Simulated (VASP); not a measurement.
# HgOs (Pm-3m) in VASP: a series of runs

The runs below take HgOs through single point, relaxation of cell and atoms, with r2SCAN.

All numbers are computed with VASP 6.6.1; they aren't measurements. Logs are shortened: lines on timing, memory, paths and dates and some standing lists are left out, and cuts for length are marked.

### Step 1. The structure

The structure is cubic, space group Pm-3m (No. 221). Conventional cell: a = 3.138 Å, b = 3.138 Å, c = 3.138 Å, α = 90.00°, β = 90.00°, γ = 90.00°. Around Os (site symmetry m-3m) lie 8 Hg at 2.72 Å. Hg (site symmetry m-3m) is surrounded by 8 Os at 2.72 Å.

The cell was built by a generator and needn't be a form met in nature.

### Step 2. Single point, r2SCAN

Contents of POSCAR:

```
HgOs
1.0
    3.1380175496      0.0000000000      0.0000000000
    0.0000000000      3.1380175496      0.0000000000
    0.0000000000      0.0000000000      3.1380175496
Os Hg
1 1
Direct
    0.5000000000      0.5000000000      0.5000000000
    0.0000000000      0.0000000000      0.0000000000
```

Contents of INCAR.step1:

```
SYSTEM = HgOs
PREC     = Accurate       ! precision mode
ENCUT    = 520            ! plane-wave cutoff, eV
ISMEAR   = 1              ! smearing method
SIGMA    = 0.0815         ! smearing width, eV
LREAL    = .FALSE.        ! projectors in reciprocal space
LASPH    = .TRUE.         ! aspherical terms in the spheres
NELM     = 100            ! most SCF steps
NBANDS   = 17             ! bands
GGA      = PE             ! functional
ALGO     = Normal         ! electronic algorithm
EDIFF    = 1E-4           ! SCF threshold, eV
LWAVE    = .TRUE.         ! write WAVECAR
LCHARG   = .FALSE.        ! write CHGCAR
```

Contents of INCAR.step2:

```
SYSTEM = HgOs
PREC     = Accurate       ! precision mode
ENCUT    = 520            ! plane-wave cutoff, eV
EDIFF    = 1E-7           ! SCF threshold, eV
ISMEAR   = 1              ! smearing method
SIGMA    = 0.0815         ! smearing width, eV
LREAL    = .FALSE.        ! projectors in reciprocal space
LASPH    = .TRUE.         ! aspherical terms in the spheres
NELM     = 100            ! most SCF steps
ALGO     = Normal         ! electronic algorithm
ISIF     = 2              ! what is computed and relaxed
LWAVE    = .FALSE.        ! write WAVECAR
LCHARG   = .FALSE.        ! write CHGCAR
METAGGA  = R2SCAN         ! meta-GGA
LMIXTAU  = .TRUE.       
NBANDS   = 17             ! bands
ISTART   = 1
```

Contents of KPOINTS:

```
Automatic mesh
0
G
  10 10 10
  0 0 0
```

Potentials or basis: VASP PAW PBE potentials, release 64 (Os, Hg).

Command:

```console
$ cat potpaw_PBE.64/Os/POTCAR potpaw_PBE.64/Hg/POTCAR > POTCAR
$ cp INCAR.step1 INCAR
$ mpirun -np 1 vasp_std > vasp.out
$ cp INCAR.step2 INCAR
$ mpirun -np 1 vasp_std > vasp.out
```

OUTCAR:

```text
SYSTEM = HgOs
   PREC = Accurate
   ENCUT = 520
   EDIFF = 1E-7
   ISMEAR = 1
   LREAL = .FALSE.
   LASPH = .TRUE.
   NELM = 100
   ISIF = 2
   METAGGA = R2SCAN
   ISTART = 1

 ion  position               nearest neighbor table
   1  0.500  0.500  0.500-   2 2.72   2 2.72   2 2.72   2 2.72   2 2.72   2 2.72   2 2.72   2 2.72

   2  0.000  0.000  0.000-   1 2.72   1 2.72   1 2.72   1 2.72   1 2.72   1 2.72   1 2.72   1 2.72

  LATTYP: Found a simple cubic cell.
 ALAT       =     3.1380175496

  Lattice vectors:

 A1 = (   3.1380175496,   0.0000000000,   0.0000000000)
 A2 = (   0.0000000000,   3.1380175496,   0.0000000000)
 A3 = (   0.0000000000,   0.0000000000,   3.1380175496)

Analysis of symmetry for initial positions (statically):
=====================================================================
 Subroutine PRICEL returns:
 Original cell was already a primitive cell.

 Routine SETGRP: Setting up the symmetry group for a
 simple cubic supercell.

 Subroutine GETGRP returns: Found 48 space group operations
 (whereof 48 operations were pure point group operations)
 out of a pool of 48 trial point group operations.

The static configuration has the point symmetry O_h .

Analysis of symmetry for dynamics (positions and initial velocities):
=====================================================================
 Subroutine PRICEL returns:
 Original cell was already a primitive cell.

 Routine SETGRP: Setting up the symmetry group for a
 simple cubic supercell.

 Subroutine GETGRP returns: Found 48 space group operations
 (whereof 48 operations were pure point group operations)
 out of a pool of 48 trial point group operations.

The dynamic configuration has the point symmetry O_h .

 Subroutine INISYM returns: Found 48 space group operations
 (whereof 48 operations are pure point group operations),
 and found     1 'primitive' translations

----------------------------------------------------------------------------------------

                                     Primitive cell

  volume of cell :      30.9005

  direct lattice vectors                    reciprocal lattice vectors
     3.138017550  0.000000000  0.000000000     0.318672533  0.000000000  0.000000000
     0.000000000  3.138017550  0.000000000     0.000000000  0.318672533  0.000000000
     0.000000000  0.000000000  3.138017550     0.000000000  0.000000000  0.318672533

  length of vectors
     3.138017550  3.138017550  3.138017550     0.318672533  0.318672533  0.318672533

  position of ions in fractional coordinates (direct lattice)
     0.500000000  0.500000000  0.500000000
     0.000000000  0.000000000  0.000000000

  ion indices of the primitive-cell ions
   primitive index   ion index
                 1           1
                 2           2

----------------------------------------------------------------------------------------

 KPOINTS: Automatic mesh

Automatic generation of k-mesh.
 Grid dimensions read from file:
 generate k-points for:   10   10   10

 Generating k-lattice:

  Cartesian coordinates                     Fractional coordinates (reciprocal lattice)
     0.031867253  0.000000000  0.000000000     0.100000000  0.000000000  0.000000000
     0.000000000  0.031867253  0.000000000     0.000000000  0.100000000  0.000000000
     0.000000000  0.000000000  0.031867253     0.000000000  0.000000000  0.100000000

  Length of vectors
     0.031867253  0.031867253  0.031867253

  Shift w.r.t. Gamma in fractional coordinates (k-lattice)
     0.000000000  0.000000000  0.000000000

 Subroutine IBZKPT returns following result:
 ===========================================

 Found     56 irreducible k-points:

 Following reciprocal coordinates:
            Coordinates               Weight
  0.000000  0.000000  0.000000      1.000000
  0.100000  0.000000  0.000000      6.000000
  0.200000  0.000000  0.000000      6.000000
  0.300000  0.000000  0.000000      6.000000
  0.400000  0.000000  0.000000      6.000000
  0.500000  0.000000  0.000000      3.000000
[... 16 lines left out ...]
  0.200000  0.100000  0.100000     24.000000
  0.300000  0.100000  0.100000     24.000000
 [... further k-points ...]
   k-points           NKPTS =     56   k-points in BZ     NKDIM =     56   number of bands    NBANDS=     17
   number of dos      NEDOS =    301   number of ions     NIONS =      2
   total plane-waves  NPLWV =  13824
   dimension x,y,z NGX =    24 NGY =   24 NGZ =   24
   dimension x,y,z NGXF=    48 NGYF=   48 NGZF=   48
   ions per type =               1   1
   NGX,Y,Z   is equivalent  to a cutoff of  12.71, 12.71, 12.71 a.u.
   NGXF,Y,Z  is equivalent  to a cutoff of  25.43, 25.43, 25.43 a.u.
 SYSTEM =  HgOs
   PREC   = accura    normal or accurate (medium, high low for compatibility)
   ISTART =      1    job   : 0-new  1-cont  2-samecut
   ICHARG =      0    charge: 1-file 2-atom 10-const
   ISPIN  =      1    spin polarized calculation?
   LNONCOLLINEAR =      F non collinear calculations
   LSORBIT =      F    spin-orbit coupling
   LASPH  =      T    aspherical Exc in radial PAW
   ENCUT  =  520.0 eV  38.22 Ry    6.18 a.u.   5.83  5.83  5.83*2*pi/ulx,y,z
   NELM   =    100;   NELMIN=  2; NELMDL=  0     # of ELM steps
   EDIFF  = 0.1E-06   stopping-criterion for ELM
   LREAL  =      F    real-space projection
   EDIFFG = 0.1E-05   stopping-criterion for IOM
   NSW    =      0    number of steps for IOM
   IBRION =     -1    ionic relax: 0-MD 1-quasi-New 2-CG
   NFREE  =      0    steps in history (QN), initial steepest desc. (CG)
   ISIF   =      2    stress and relaxation
   ISYM   =      2    0-nonsym 1-usesym 2-fastsym
   POTIM  = 0.5000    time-step for ionic-motion
   TEBEG  =    0.0;   TEEND  =   0.0 temperature during run
   PSTRESS=    0.0 pullay stress
   NELECT =      20.0000    total number of electrons
   NUPDOWN=      -1.0000    fix difference up-down
   EMIN   =  10.00;   EMAX   =-10.00  energy-range for DOS
   EFERMI =   0.00;   METHOD = LEGACY
   ISMEAR =     1;   SIGMA  =   0.08  broadening in eV -4-tet -1-fermi 0-gaus
   EFERMI_NEDOS =   21; number of points for ismear=-14 and -15
   IALGO  =     38    algorithm
   IMIX   =      4    mixing-type and parameters
     AMIX     =   0.40;   BMIX     =  1.00
     AMIX_MAG =   1.60;   BMIX_MAG =  1.00
  volume/ion in A,a.u.               =      15.45       104.26
  Fermi-wavevector in a.u.,A,eV,Ry     =   1.416107  2.676055 27.284573  2.005360
  Thomas-Fermi vector in A             =   2.537476
   LORBIT       =      0    0 simple, 1 ext, 2 COOP (PROOUT), +10 PAW based schemes
   METAGGA = R2SCAN    functional components
   LHFCALC =     F    Hartree Fock is set to
   AEXX    =    0.0000 exact exchange contribution
   IVDW    =     0    specifies the selected vdW correction
   LEPSILON=     F    determine dielectric tensor
   LRPA    =     F    only Hartree local field effects (RPA)
 non-spin polarized calculation
 Methfessel and Paxton  Order N= 1 SIGMA  =   0.08
  energy-cutoff  :      520.00
  volume of cell :       30.90
 maximum number of plane-waves:       852
 NGX is ok and might be reduce to    24
   NGX = 11   NGY = 11   NGZ = 11

 number of electron      19.9999999 magnetization

 Free energy of the ion-electron system (eV)
  ---------------------------------------------------
  ext. energy  EPLUGINS =         0.00000000
  ---------------------------------------------------
  free energy    TOTEN  =       -99.48255689 eV

  energy without entropy =      -99.48225315  energy(sigma->0) =      -99.48245565

 E-fermi :   7.0189     XC(G=0): -14.5658

 val. band max:        7.0105414209   @ k =   0.3000   0.1000   0.1000
 cond. band min:       7.0216719715   @ k =   0.3000   0.0000   0.0000
 fundamental gap:      0.0111305505
 Fermi energy:         7.0189366774

 k-point     1 :       0.0000    0.0000    0.0000
  band No.  band energies     occupation
      1      -4.8577      2.00000
      2      -2.7748      2.00000
      3      -2.7748      2.00000
      4      -0.8954      2.00000
      5      -0.8954      2.00000
      6      -0.8954      2.00000
[... 9 lines left out ...]
     16      24.5761      0.00000
     17      24.5761      0.00000

 k-point     2 :       0.1000    0.0000    0.0000
  band No.  band energies     occupation
      1      -4.6404      2.00000
      2      -2.7137      2.00000
      3      -2.6521      2.00000
      4      -0.9203      2.00000
      5      -0.9203      2.00000
      6      -0.8618      2.00000
[... 9 lines left out ...]
     16      23.8652      0.00000
     17      24.8837      0.00000

 k-point     3 :       0.2000    0.0000    0.0000
  band No.  band energies     occupation
      1      -4.0195      2.00000
      2      -2.5453      2.00000
      3      -2.3047      2.00000
      4      -0.9836      2.00000
      5      -0.9836      2.00000
      6      -0.7716      2.00000
[... 9 lines left out ...]
     16      23.0543      0.00000
     17      25.6782      0.00000

 k-point     4 :       0.3000    0.0000    0.0000
  band No.  band energies     occupation
      1      -3.1344      2.00000
      2      -2.3165      2.00000
      3      -1.7464      2.00000
      4      -1.0579      2.00000
      5      -1.0579      2.00000
      6      -0.6550      2.00000
[... 9 lines left out ...]
     16      22.4597      0.00000
     17      24.7339      0.00000
[... 343 lines left out ...]
      1      -4.2272      2.00000
      2      -2.5066      2.00000
      3      -2.5066      2.00000
      4      -1.0119      2.00000
      5      -1.0119      2.00000
      6      -0.7713      2.00000
[... 9 lines left out ...]
     16      24.0930      0.00000
     17      24.0930      0.00000

 k-point    23 :       0.2000    0.1000    0.1000
  band No.  band energies     occupation
      1      -3.6583      2.00000
      2      -2.3623      2.00000
      3      -2.1677      2.00000
      4      -1.1006      2.00000
      5      -1.0884      2.00000
      6      -0.7422      2.00000
[... 9 lines left out ...]
     16      23.3269      0.00000
     17      24.5265      0.00000

 k-point    24 :       0.3000    0.1000    0.1000
  band No.  band energies     occupation
      1      -2.8978      2.00000
      2      -2.1678      2.00000
      3      -1.7307      2.00000
      4      -1.1815      2.00000
      5      -1.0392      2.00000
      6      -0.7227      2.00000
[... 9 lines left out ...]
     16      22.7416      0.00000
     17      23.4440      0.00000

 [... further k-points ...]

------------------------ aborting loop because EDIFF is reached ----------------------------------------

  FORCE on cell =-STRESS in cart. coord.  units (eV):
  Direction    XX          YY          ZZ          XY          YZ          ZX
  --------------------------------------------------------------------------------------
  -------------------------------------------------------------------------------------
  Total        4.5832350      4.5832350      4.5832350     -0.0000000      0.0000000     -0.0000000
  in kB      237.6383896    237.6383896    237.6383896     -0.0000000      0.0000000     -0.0000000
  external PRESSURE =     237.6383896 kB  Pullay stress =       0.0000000 kB

 VOLUME and BASIS-vectors are now :
 -----------------------------------------------------------------------------
  energy-cutoff  :      520.00
  volume of cell :       30.90
      direct lattice vectors                 reciprocal lattice vectors
     3.138017550  0.000000000  0.000000000     0.318672533  0.000000000  0.000000000
     0.000000000  3.138017550  0.000000000     0.000000000  0.318672533  0.000000000
     0.000000000  0.000000000  3.138017550     0.000000000  0.000000000  0.318672533

 POSITION                                       TOTAL-FORCE (eV/Angst)
 -----------------------------------------------------------------------------------
      1.56901      1.56901      1.56901         0.000000      0.000000      0.000000
      0.00000      0.00000      0.00000         0.000000      0.000000      0.000000
 -----------------------------------------------------------------------------------
    total drift:                                0.000000      0.000000     -0.000000

  FREE ENERGIE OF THE ION-ELECTRON SYSTEM (eV)
  ---------------------------------------------------
  free  energy   TOTEN  =       -99.4825568935 eV

  energy  without entropy=      -99.4822531527  energy(sigma->0) =      -99.48245565
```

Wall time 28 s (1 thread of Intel Xeon 6975P-C (Granite Rapids), shared host); peak memory 0.15 GiB.

Results:

```yaml
Free_energy: -99.4826 eV
Pressure: 23.8 GPa
Band_gap_on_the_k_mesh: none (metal or under the smearing width)
```

Caveat: so large a pressure means that the cell lies far from this level's equilibrium, or that cutoff or potentials fall short; the potentials were made for another functional, which shifts forces and pressure.

[end of part 1 of 2]
